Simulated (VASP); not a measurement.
Level of theory: r2SCAN meta-GGA, VASP's PBE PAW potentials (set 64) (plane waves; VASP).

The input files of a VASP run:

POSCAR:
```
Mo(100) slab
1
    3.1556390895     0.0000000000    -0.0000000000
    0.0000000000     3.1556390895    -0.0000000000
    0.0000000000     0.0000000000    24.4937700758
Mo
6
Direct
  0.5000000000   0.0000000000   0.3389570000
  0.0000000000   0.5000000000   0.4033740000
  0.5000000000   0.0000000000   0.4677910000
  0.0000000000   0.5000000000   0.5322090000
  0.5000000000   0.0000000000   0.5966260000
  0.0000000000   0.5000000000   0.6610430000
```

### KPOINTS
```
Automatic mesh
0
Gamma
9 9 1
0 0 0
```

**INCAR**
```
SYSTEM = Mo(100) slab
PREC = Normal; ENCUT = 400; LREAL = F
LASPH = T
EDIFF = 1E-5; NELM = 100; NELMIN = 4
ALGO = Normal; LMAXMIX = 4; LMIXTAU = T
ISMEAR = 1; SIGMA = 0.1
METAGGA = R2SCAN
IBRION = 2; NSW = 50; ISIF = 2
EDIFFG = -0.03
LWAVE = T; LCHARG = F
DIPOL = 0.5 0.5 0.5
LDIPOL = T; IDIPOL = 3
```

POTCAR, in this order: Mo_sv (PBE.64 set). Program: vasp_std.

What VASP printed:

### OSZICAR
```
...
DAV:   1    -0.152227773840E+03    0.27342E-02   -0.46830E-01  1500   0.468E+00    0.126E-01
DAV:   2    -0.152228887976E+03   -0.11141E-02   -0.17477E-02  1620   0.792E-01    0.629E-02
DAV:   3    -0.152230465416E+03   -0.15774E-02   -0.17792E-03  1740   0.173E-01    0.431E-02
DAV:   4    -0.152230706583E+03   -0.24117E-03   -0.31264E-04  1888   0.955E-02    0.348E-02
DAV:   5    -0.152230754050E+03   -0.47468E-04   -0.27866E-04  1616   0.104E-01    0.282E-02
DAV:   6    -0.152230913500E+03   -0.15945E-03   -0.18181E-04  1752   0.915E-02    0.111E-02
DAV:   7    -0.152230994431E+03   -0.80931E-04   -0.39087E-05  1550   0.430E-02    0.701E-03
DAV:   8    -0.152231015331E+03   -0.20900E-04   -0.14789E-05  1162   0.215E-02    0.407E-03
DAV:   9    -0.152231025549E+03   -0.10218E-04   -0.14315E-05  1094   0.246E-02    0.216E-03
DAV:  10    -0.152231011833E+03    0.13716E-04   -0.47092E-05  1504   0.552E-02    0.176E-03
DAV:  11    -0.152231049862E+03   -0.38029E-04   -0.21537E-05  1266   0.406E-02    0.105E-03
DAV:  12    -0.152231075059E+03   -0.25197E-04   -0.20797E-06   902   0.126E-02    0.658E-04
DAV:  13    -0.152231088067E+03   -0.13007E-04   -0.24535E-06   924   0.100E-02    0.330E-04
DAV:  14    -0.152231107063E+03   -0.18996E-04   -0.15534E-06   906   0.891E-03    0.357E-04
DAV:  15    -0.152231097330E+03    0.97330E-05   -0.15993E-06   888   0.101E-02
   7 F= -.15223110E+03 E0= -.15223165E+03  d E =-.352794E-01
       N       E                     dE             d eps       ncg     rms          rms(c)
DAV:   1    -0.152197753321E+03    0.33354E-01   -0.64677E+00  1500   0.172E+01    0.527E-01
DAV:   2    -0.152217355878E+03   -0.19603E-01   -0.23722E-01  1648   0.303E+00    0.342E-01
DAV:   3    -0.152234574272E+03   -0.17218E-01   -0.41341E-02  1982   0.130E+00    0.315E-01
DAV:   4    -0.152235606978E+03   -0.10327E-02   -0.19472E-02  1942   0.744E-01    0.124E-01
DAV:   5    -0.152236780485E+03   -0.11735E-02   -0.30110E-03  1812   0.270E-01    0.738E-02
DAV:   6    -0.152239418962E+03   -0.26385E-02   -0.10560E-03  1674   0.168E-01    0.392E-02
DAV:   7    -0.152240116270E+03   -0.69731E-03   -0.30544E-04  1702   0.106E-01    0.237E-02
DAV:   8    -0.152240660089E+03   -0.54382E-03   -0.24995E-04  1754   0.822E-02    0.166E-02
DAV:   9    -0.152240889126E+03   -0.22904E-03   -0.83156E-05  1546   0.518E-02    0.862E-03
DAV:  10    -0.152240909634E+03   -0.20508E-04   -0.56457E-05  1748   0.475E-02    0.399E-03
DAV:  11    -0.152240973840E+03   -0.64206E-04   -0.15559E-05  1104   0.216E-02    0.296E-03
DAV:  12    -0.152240930485E+03    0.43355E-04   -0.18611E-05  1218   0.365E-02    0.149E-03
DAV:  13    -0.152241009621E+03   -0.79136E-04   -0.51108E-05  1462   0.597E-02    0.144E-03
DAV:  14    -0.152240999207E+03    0.10414E-04   -0.31298E-06   978   0.139E-02    0.104E-03
DAV:  15    -0.152241054773E+03   -0.55566E-04   -0.44627E-06   936   0.173E-02    0.596E-04
DAV:  16    -0.152241011079E+03    0.43694E-04   -0.85476E-06  1014   0.244E-02    0.438E-04
DAV:  17    -0.152241042122E+03   -0.31043E-04   -0.33116E-06   914   0.159E-02    0.359E-04
DAV:  18    -0.152241068450E+03   -0.26329E-04   -0.36903E-06   918   0.167E-02    0.250E-04
DAV:  19    -0.152241085541E+03   -0.17091E-04   -0.19442E-06   922   0.969E-03    0.173E-04
DAV:  20    -0.152241088309E+03   -0.27684E-05   -0.69261E-06   926   0.260E-02
   8 F= -.15224109E+03 E0= -.15224140E+03  d E =-.999098E-02
       N       E                     dE             d eps       ncg     rms          rms(c)
DAV:   1    -0.152231017724E+03    0.10068E-01   -0.17001E+00  1500   0.881E+00    0.271E-01
DAV:   2    -0.152233443446E+03   -0.24257E-02   -0.64051E-02  1640   0.158E+00    0.193E-01
DAV:   3    -0.152239048602E+03   -0.56052E-02   -0.11206E-02  1956   0.678E-01    0.155E-01
DAV:   4    -0.152239876414E+03   -0.82781E-03   -0.52243E-03  1976   0.381E-01    0.665E-02
DAV:   5    -0.152240444918E+03   -0.56850E-03   -0.82511E-04  1808   0.144E-01    0.378E-02
DAV:   6    -0.152241629051E+03   -0.11841E-02   -0.42502E-04  1578   0.904E-02    0.196E-02
DAV:   7    -0.152242061350E+03   -0.43230E-03   -0.16587E-04  1698   0.718E-02    0.120E-02
DAV:   8    -0.152242258152E+03   -0.19680E-03   -0.16680E-04  1720   0.101E-01    0.900E-03
DAV:   9    -0.152242366204E+03   -0.10805E-03   -0.41944E-05  1414   0.434E-02    0.414E-03
DAV:  10    -0.152242371965E+03   -0.57613E-05   -0.19265E-05  1282   0.245E-02
   9 F= -.15224237E+03 E0= -.15224258E+03  d E =-.112746E-01
       N       E                     dE             d eps       ncg     rms          rms(c)
DAV:   1    -0.152198116916E+03    0.44249E-01   -0.72610E+00  1500   0.189E+01    0.491E-01
DAV:   2    -0.152216005029E+03   -0.17888E-01   -0.28287E-01  1520   0.331E+00    0.400E-01
DAV:   3    -0.152237960995E+03   -0.21956E-01   -0.34014E-02  1914   0.122E+00    0.264E-01
DAV:   4    -0.152246034545E+03   -0.80736E-02   -0.18824E-02  1856   0.621E-01    0.174E-01
DAV:   5    -0.152244530066E+03    0.15045E-02   -0.58915E-03  1792   0.314E-01    0.884E-02
DAV:   6    -0.152247298655E+03   -0.27686E-02   -0.13074E-03  1670   0.163E-01    0.303E-02
DAV:   7    -0.152247806004E+03   -0.50735E-03   -0.35578E-04  1616   0.857E-02    0.247E-02
DAV:   8    -0.152247964510E+03   -0.15851E-03   -0.86512E-05  1524   0.439E-02    0.177E-02
DAV:   9    -0.152248233336E+03   -0.26883E-03   -0.15121E-04  1734   0.629E-02    0.741E-03
DAV:  10    -0.152248184729E+03    0.48607E-04   -0.87006E-05  1422   0.466E-02    0.502E-03
DAV:  11    -0.152248261597E+03   -0.76868E-04   -0.12413E-05  1318   0.280E-02    0.415E-03
DAV:  12    -0.152248305897E+03   -0.44300E-04   -0.97590E-06   996   0.202E-02    0.211E-03
DAV:  13    -0.152248345348E+03   -0.39451E-04   -0.24129E-05  1188   0.293E-02    0.284E-03
DAV:  14    -0.152248363340E+03   -0.17992E-04   -0.29300E-06   942   0.106E-02    0.189E-03
DAV:  15    -0.152248400116E+03   -0.36776E-04   -0.97373E-06  1114   0.194E-02    0.976E-04
DAV:  16    -0.152248411472E+03   -0.11356E-04   -0.15280E-06   876   0.664E-03    0.920E-04
DAV:  17    -0.152248419796E+03   -0.83236E-05   -0.72239E-06  1004   0.210E-02
  10 F= -.15224842E+03 E0= -.15224876E+03  d E =-.604783E-02
       N       E                     dE             d eps       ncg     rms          rms(c)
DAV:   1    -0.152246220288E+03    0.21912E-02   -0.34306E-01  1500   0.412E+00    0.106E-01
DAV:   2    -0.152244153438E+03    0.20669E-02   -0.15527E-02  1512   0.731E-01    0.915E-02
DAV:   3    -0.152246876721E+03   -0.27233E-02   -0.18191E-03  1686   0.241E-01    0.487E-02
DAV:   4    -0.152248034324E+03   -0.11576E-02   -0.85109E-04  1630   0.118E-01    0.403E-02
DAV:   5    -0.152248085818E+03   -0.51494E-04   -0.27893E-04  1722   0.846E-02    0.259E-02
DAV:   6    -0.152248521965E+03   -0.43615E-03   -0.19875E-04  1582   0.752E-02    0.128E-02
DAV:   7    -0.152248581291E+03   -0.59326E-04   -0.30709E-05  1328   0.314E-02    0.817E-03
DAV:   8    -0.152248611163E+03   -0.29873E-04   -0.10060E-05  1194   0.215E-02    0.531E-03
DAV:   9    -0.152248619391E+03   -0.82273E-05   -0.32081E-05  1512   0.411E-02
  11 F= -.15224862E+03 E0= -.15224900E+03  d E =-.624743E-02
       N       E                     dE             d eps       ncg     rms          rms(c)
DAV:   1    -0.152242843051E+03    0.57681E-02   -0.90382E-01  1500   0.672E+00    0.169E-01
DAV:   2    -0.152243713383E+03   -0.87033E-03   -0.36035E-02  1544   0.112E+00    0.107E-01
DAV:   3    -0.152248218608E+03   -0.45052E-02   -0.51769E-03  1714   0.257E-01    0.729E-02
DAV:   4    -0.152248603272E+03   -0.38466E-03   -0.42442E-04  1768   0.905E-02    0.462E-02
DAV:   5    -0.152249067768E+03   -0.46450E-03   -0.77556E-04  1890   0.165E-01    0.584E-02
DAV:   6    -0.152249188675E+03   -0.12091E-03   -0.48595E-04  1916   0.123E-01    0.132E-02
DAV:   7    -0.152249301179E+03   -0.11250E-03   -0.82189E-05  1300   0.416E-02    0.107E-02
DAV:   8    -0.152249298111E+03    0.30681E-05   -0.21155E-05  1296   0.298E-02
  12 F= -.15224930E+03 E0= -.15224969E+03  d E =-.678720E-03
```

**OUTCAR**
```
------------------------ aborting loop because EDIFF is reached ----------------------------------------
  FORCE on cell =-STRESS in cart. coord.  units (eV):
  Direction    XX          YY          ZZ          XY          YZ          ZX
  --------------------------------------------------------------------------------------
  Total       -3.8874384     -3.8874384     -0.6057147      0.0000000      0.0000000      0.0000000
  in kB      -25.5354674    -25.5354674     -3.9787659      0.0000000      0.0000000      0.0000000
  external PRESSURE =     -18.3499002 kB  Pullay stress =       0.0000000 kB
  volume of cell :      243.91
      direct lattice vectors                 reciprocal lattice vectors
     3.155639090  0.000000000  0.000000000     0.316893020  0.000000000  0.000000000
     0.000000000  3.155639090  0.000000000     0.000000000  0.316893020  0.000000000
     0.000000000  0.000000000 24.493770076     0.000000000  0.000000000  0.040826708
 POSITION                                       TOTAL-FORCE (eV/Angst)
 -----------------------------------------------------------------------------------
      1.57782      0.00000      8.46466        -0.000000      0.000000     -0.017580
      0.00000      1.57782      9.82815        -0.000000      0.000000      0.026217
      1.57782      0.00000     11.50186        -0.000000      0.000000      0.004348
      3.15564      1.57782     12.99191         0.000000     -0.000000     -0.004348
      1.57782      0.00000     14.66562        -0.000000      0.000000     -0.026217
      3.15564      1.57782     16.02911        -0.000000     -0.000000      0.017580
 -----------------------------------------------------------------------------------
    total drift:                                0.000000     -0.000000      0.000000
  FREE ENERGIE OF THE ION-ELECTRON SYSTEM (eV)
  ---------------------------------------------------
  free  energy   TOTEN  =      -152.2492981107 eV

  energy  without entropy=     -152.2504831227  energy(sigma->0) =     -152.24969311

 reached required accuracy - stopping structural energy minimisation
```
(Selected blocks of OUTCAR.)

CONTCAR:
```
Mo(100) slab
   1.00000000000000
     3.1556390895000002    0.0000000000000000    0.0000000000000000
     0.0000000000000000    3.1556390895000002    0.0000000000000000
     0.0000000000000000    0.0000000000000000   24.4937700758000005
  Mo
     6
Direct
     0.5000000000000000    0.0000000000000000    0.3455842106799580
     0.0000000000000000    0.5000000000000000    0.4012511488335446
     0.5000000000000000    0.0000000000000000    0.4695831504153803
     1.0000000000000000    0.5000000000000000    0.5304168495846197
     0.5000000000000000    0.0000000000000000    0.5987488511664553
     1.0000000000000000    0.5000000000000000    0.6544157893200419
```

The cell is a thin slab with vacuum, built from Mo (bcc): (100) face.
